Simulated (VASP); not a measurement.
All values below come from HSE06 screened hybrid, VASP's PBE PAW potentials (set 64) (plane waves; VASP).

VASP input:

### KPOINTS
```
Regular mesh
0
gamma
1 1 1
```

POSCAR:
```
I atom
12.0
  1.0000000000   0.0000000000   0.0000000000
  0.0000000000   1.0416666667   0.0000000000
  0.0000000000   0.0000000000   1.0833333333
I
1
Direct
  0.0000000000   0.0000000000   0.0000000000
```

INCAR:
```
SYSTEM = I atom
PREC = Normal; ENCUT = 520; LREAL = F
LASPH = T; ISYM = 0
EDIFF = 1E-6; NELM = 200; ALGO = All
LMAXMIX = 4
ISMEAR = 0; SIGMA = 0.01
GGA = PE; LHFCALC = T; AEXX = 0.25
HFSCREEN = 0.2; PRECFOCK = Fast
ISPIN = 2; MAGMOM = 1; NUPDOWN = 1
LWAVE = F; LCHARG = F; LORBIT = 10
```

POTCAR, in this order: I (PBE.64 set). Program: vasp_gam. Read from the step before: WAVECAR.

Problem. What will the output report for the number of irreducible k-points (NKPTS), largest plane-wave count, FFT grid (NGX, NGY, NGZ)?

Solution. 
```json
{
  "number of irreducible k-points (NKPTS)": "1",
  "largest_plane_wave_count": "26244",
  "FFT grid (NGX, NGY, NGZ)": "70 × 70 × 80"
}
```

The cell is a free atom in a box.
